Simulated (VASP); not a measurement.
The system is WC.

```
W C
1.0
     2.90650    0.00000    0.00000
    -1.45325    2.51710    0.00000
     0.00000    0.00000    2.83660
W C
1 1
Cartesian
  0.0000 0.0000 0.0000
  1.4533 0.8390 1.4183
```

```yaml
Program: VASP 6.6.1
Task: relaxation of cell and atoms
Functional: LDA
Potentials_or_basis: VASP PAW LDA potentials, release 64 (W_sv, C)
Cutoff: 600 eV
k_mesh: 15 × 15 × 13
Occupations: methfessel-paxton, width 0.1 eV
Spin: no spin polarisation
```

At the start: pressure -7.5 GPa; volume 10.38 Å³/atom.

Q: Where does the relaxation end?

A: Over 7 steps the energy falls by 4.5 meV/atom and the volume is 10.18 Å³/atom (-1.8 %); space group P-6m2 (No. 187, to 0.05 Å).

Step by step:
```tsv
step	energy change (eV)	largest force (eV/Å)	pressure (GPa)	volume (Å³)
1	0.0000	0.0000	-7.49	20.75
2	0.0712	0.0000	25.26	19.33
3	-0.0090	0.0000	-0.19	20.39
4	-0.0090	0.0000	-0.08	20.38
5	-0.0090	0.0000	0.08	20.37
6	-0.0090	0.0000	0.17	20.37
7	-0.0090	0.0000	0.13	20.37
```

Final structure:
```
W C
1.0
     2.88925    0.00000    0.00000
    -1.44463    2.50217    0.00000
     0.00000    0.00000    2.81752
W C
1 1
Direct
  0.00000 0.00000 0.00000
  0.66667 0.33333 0.50000
```
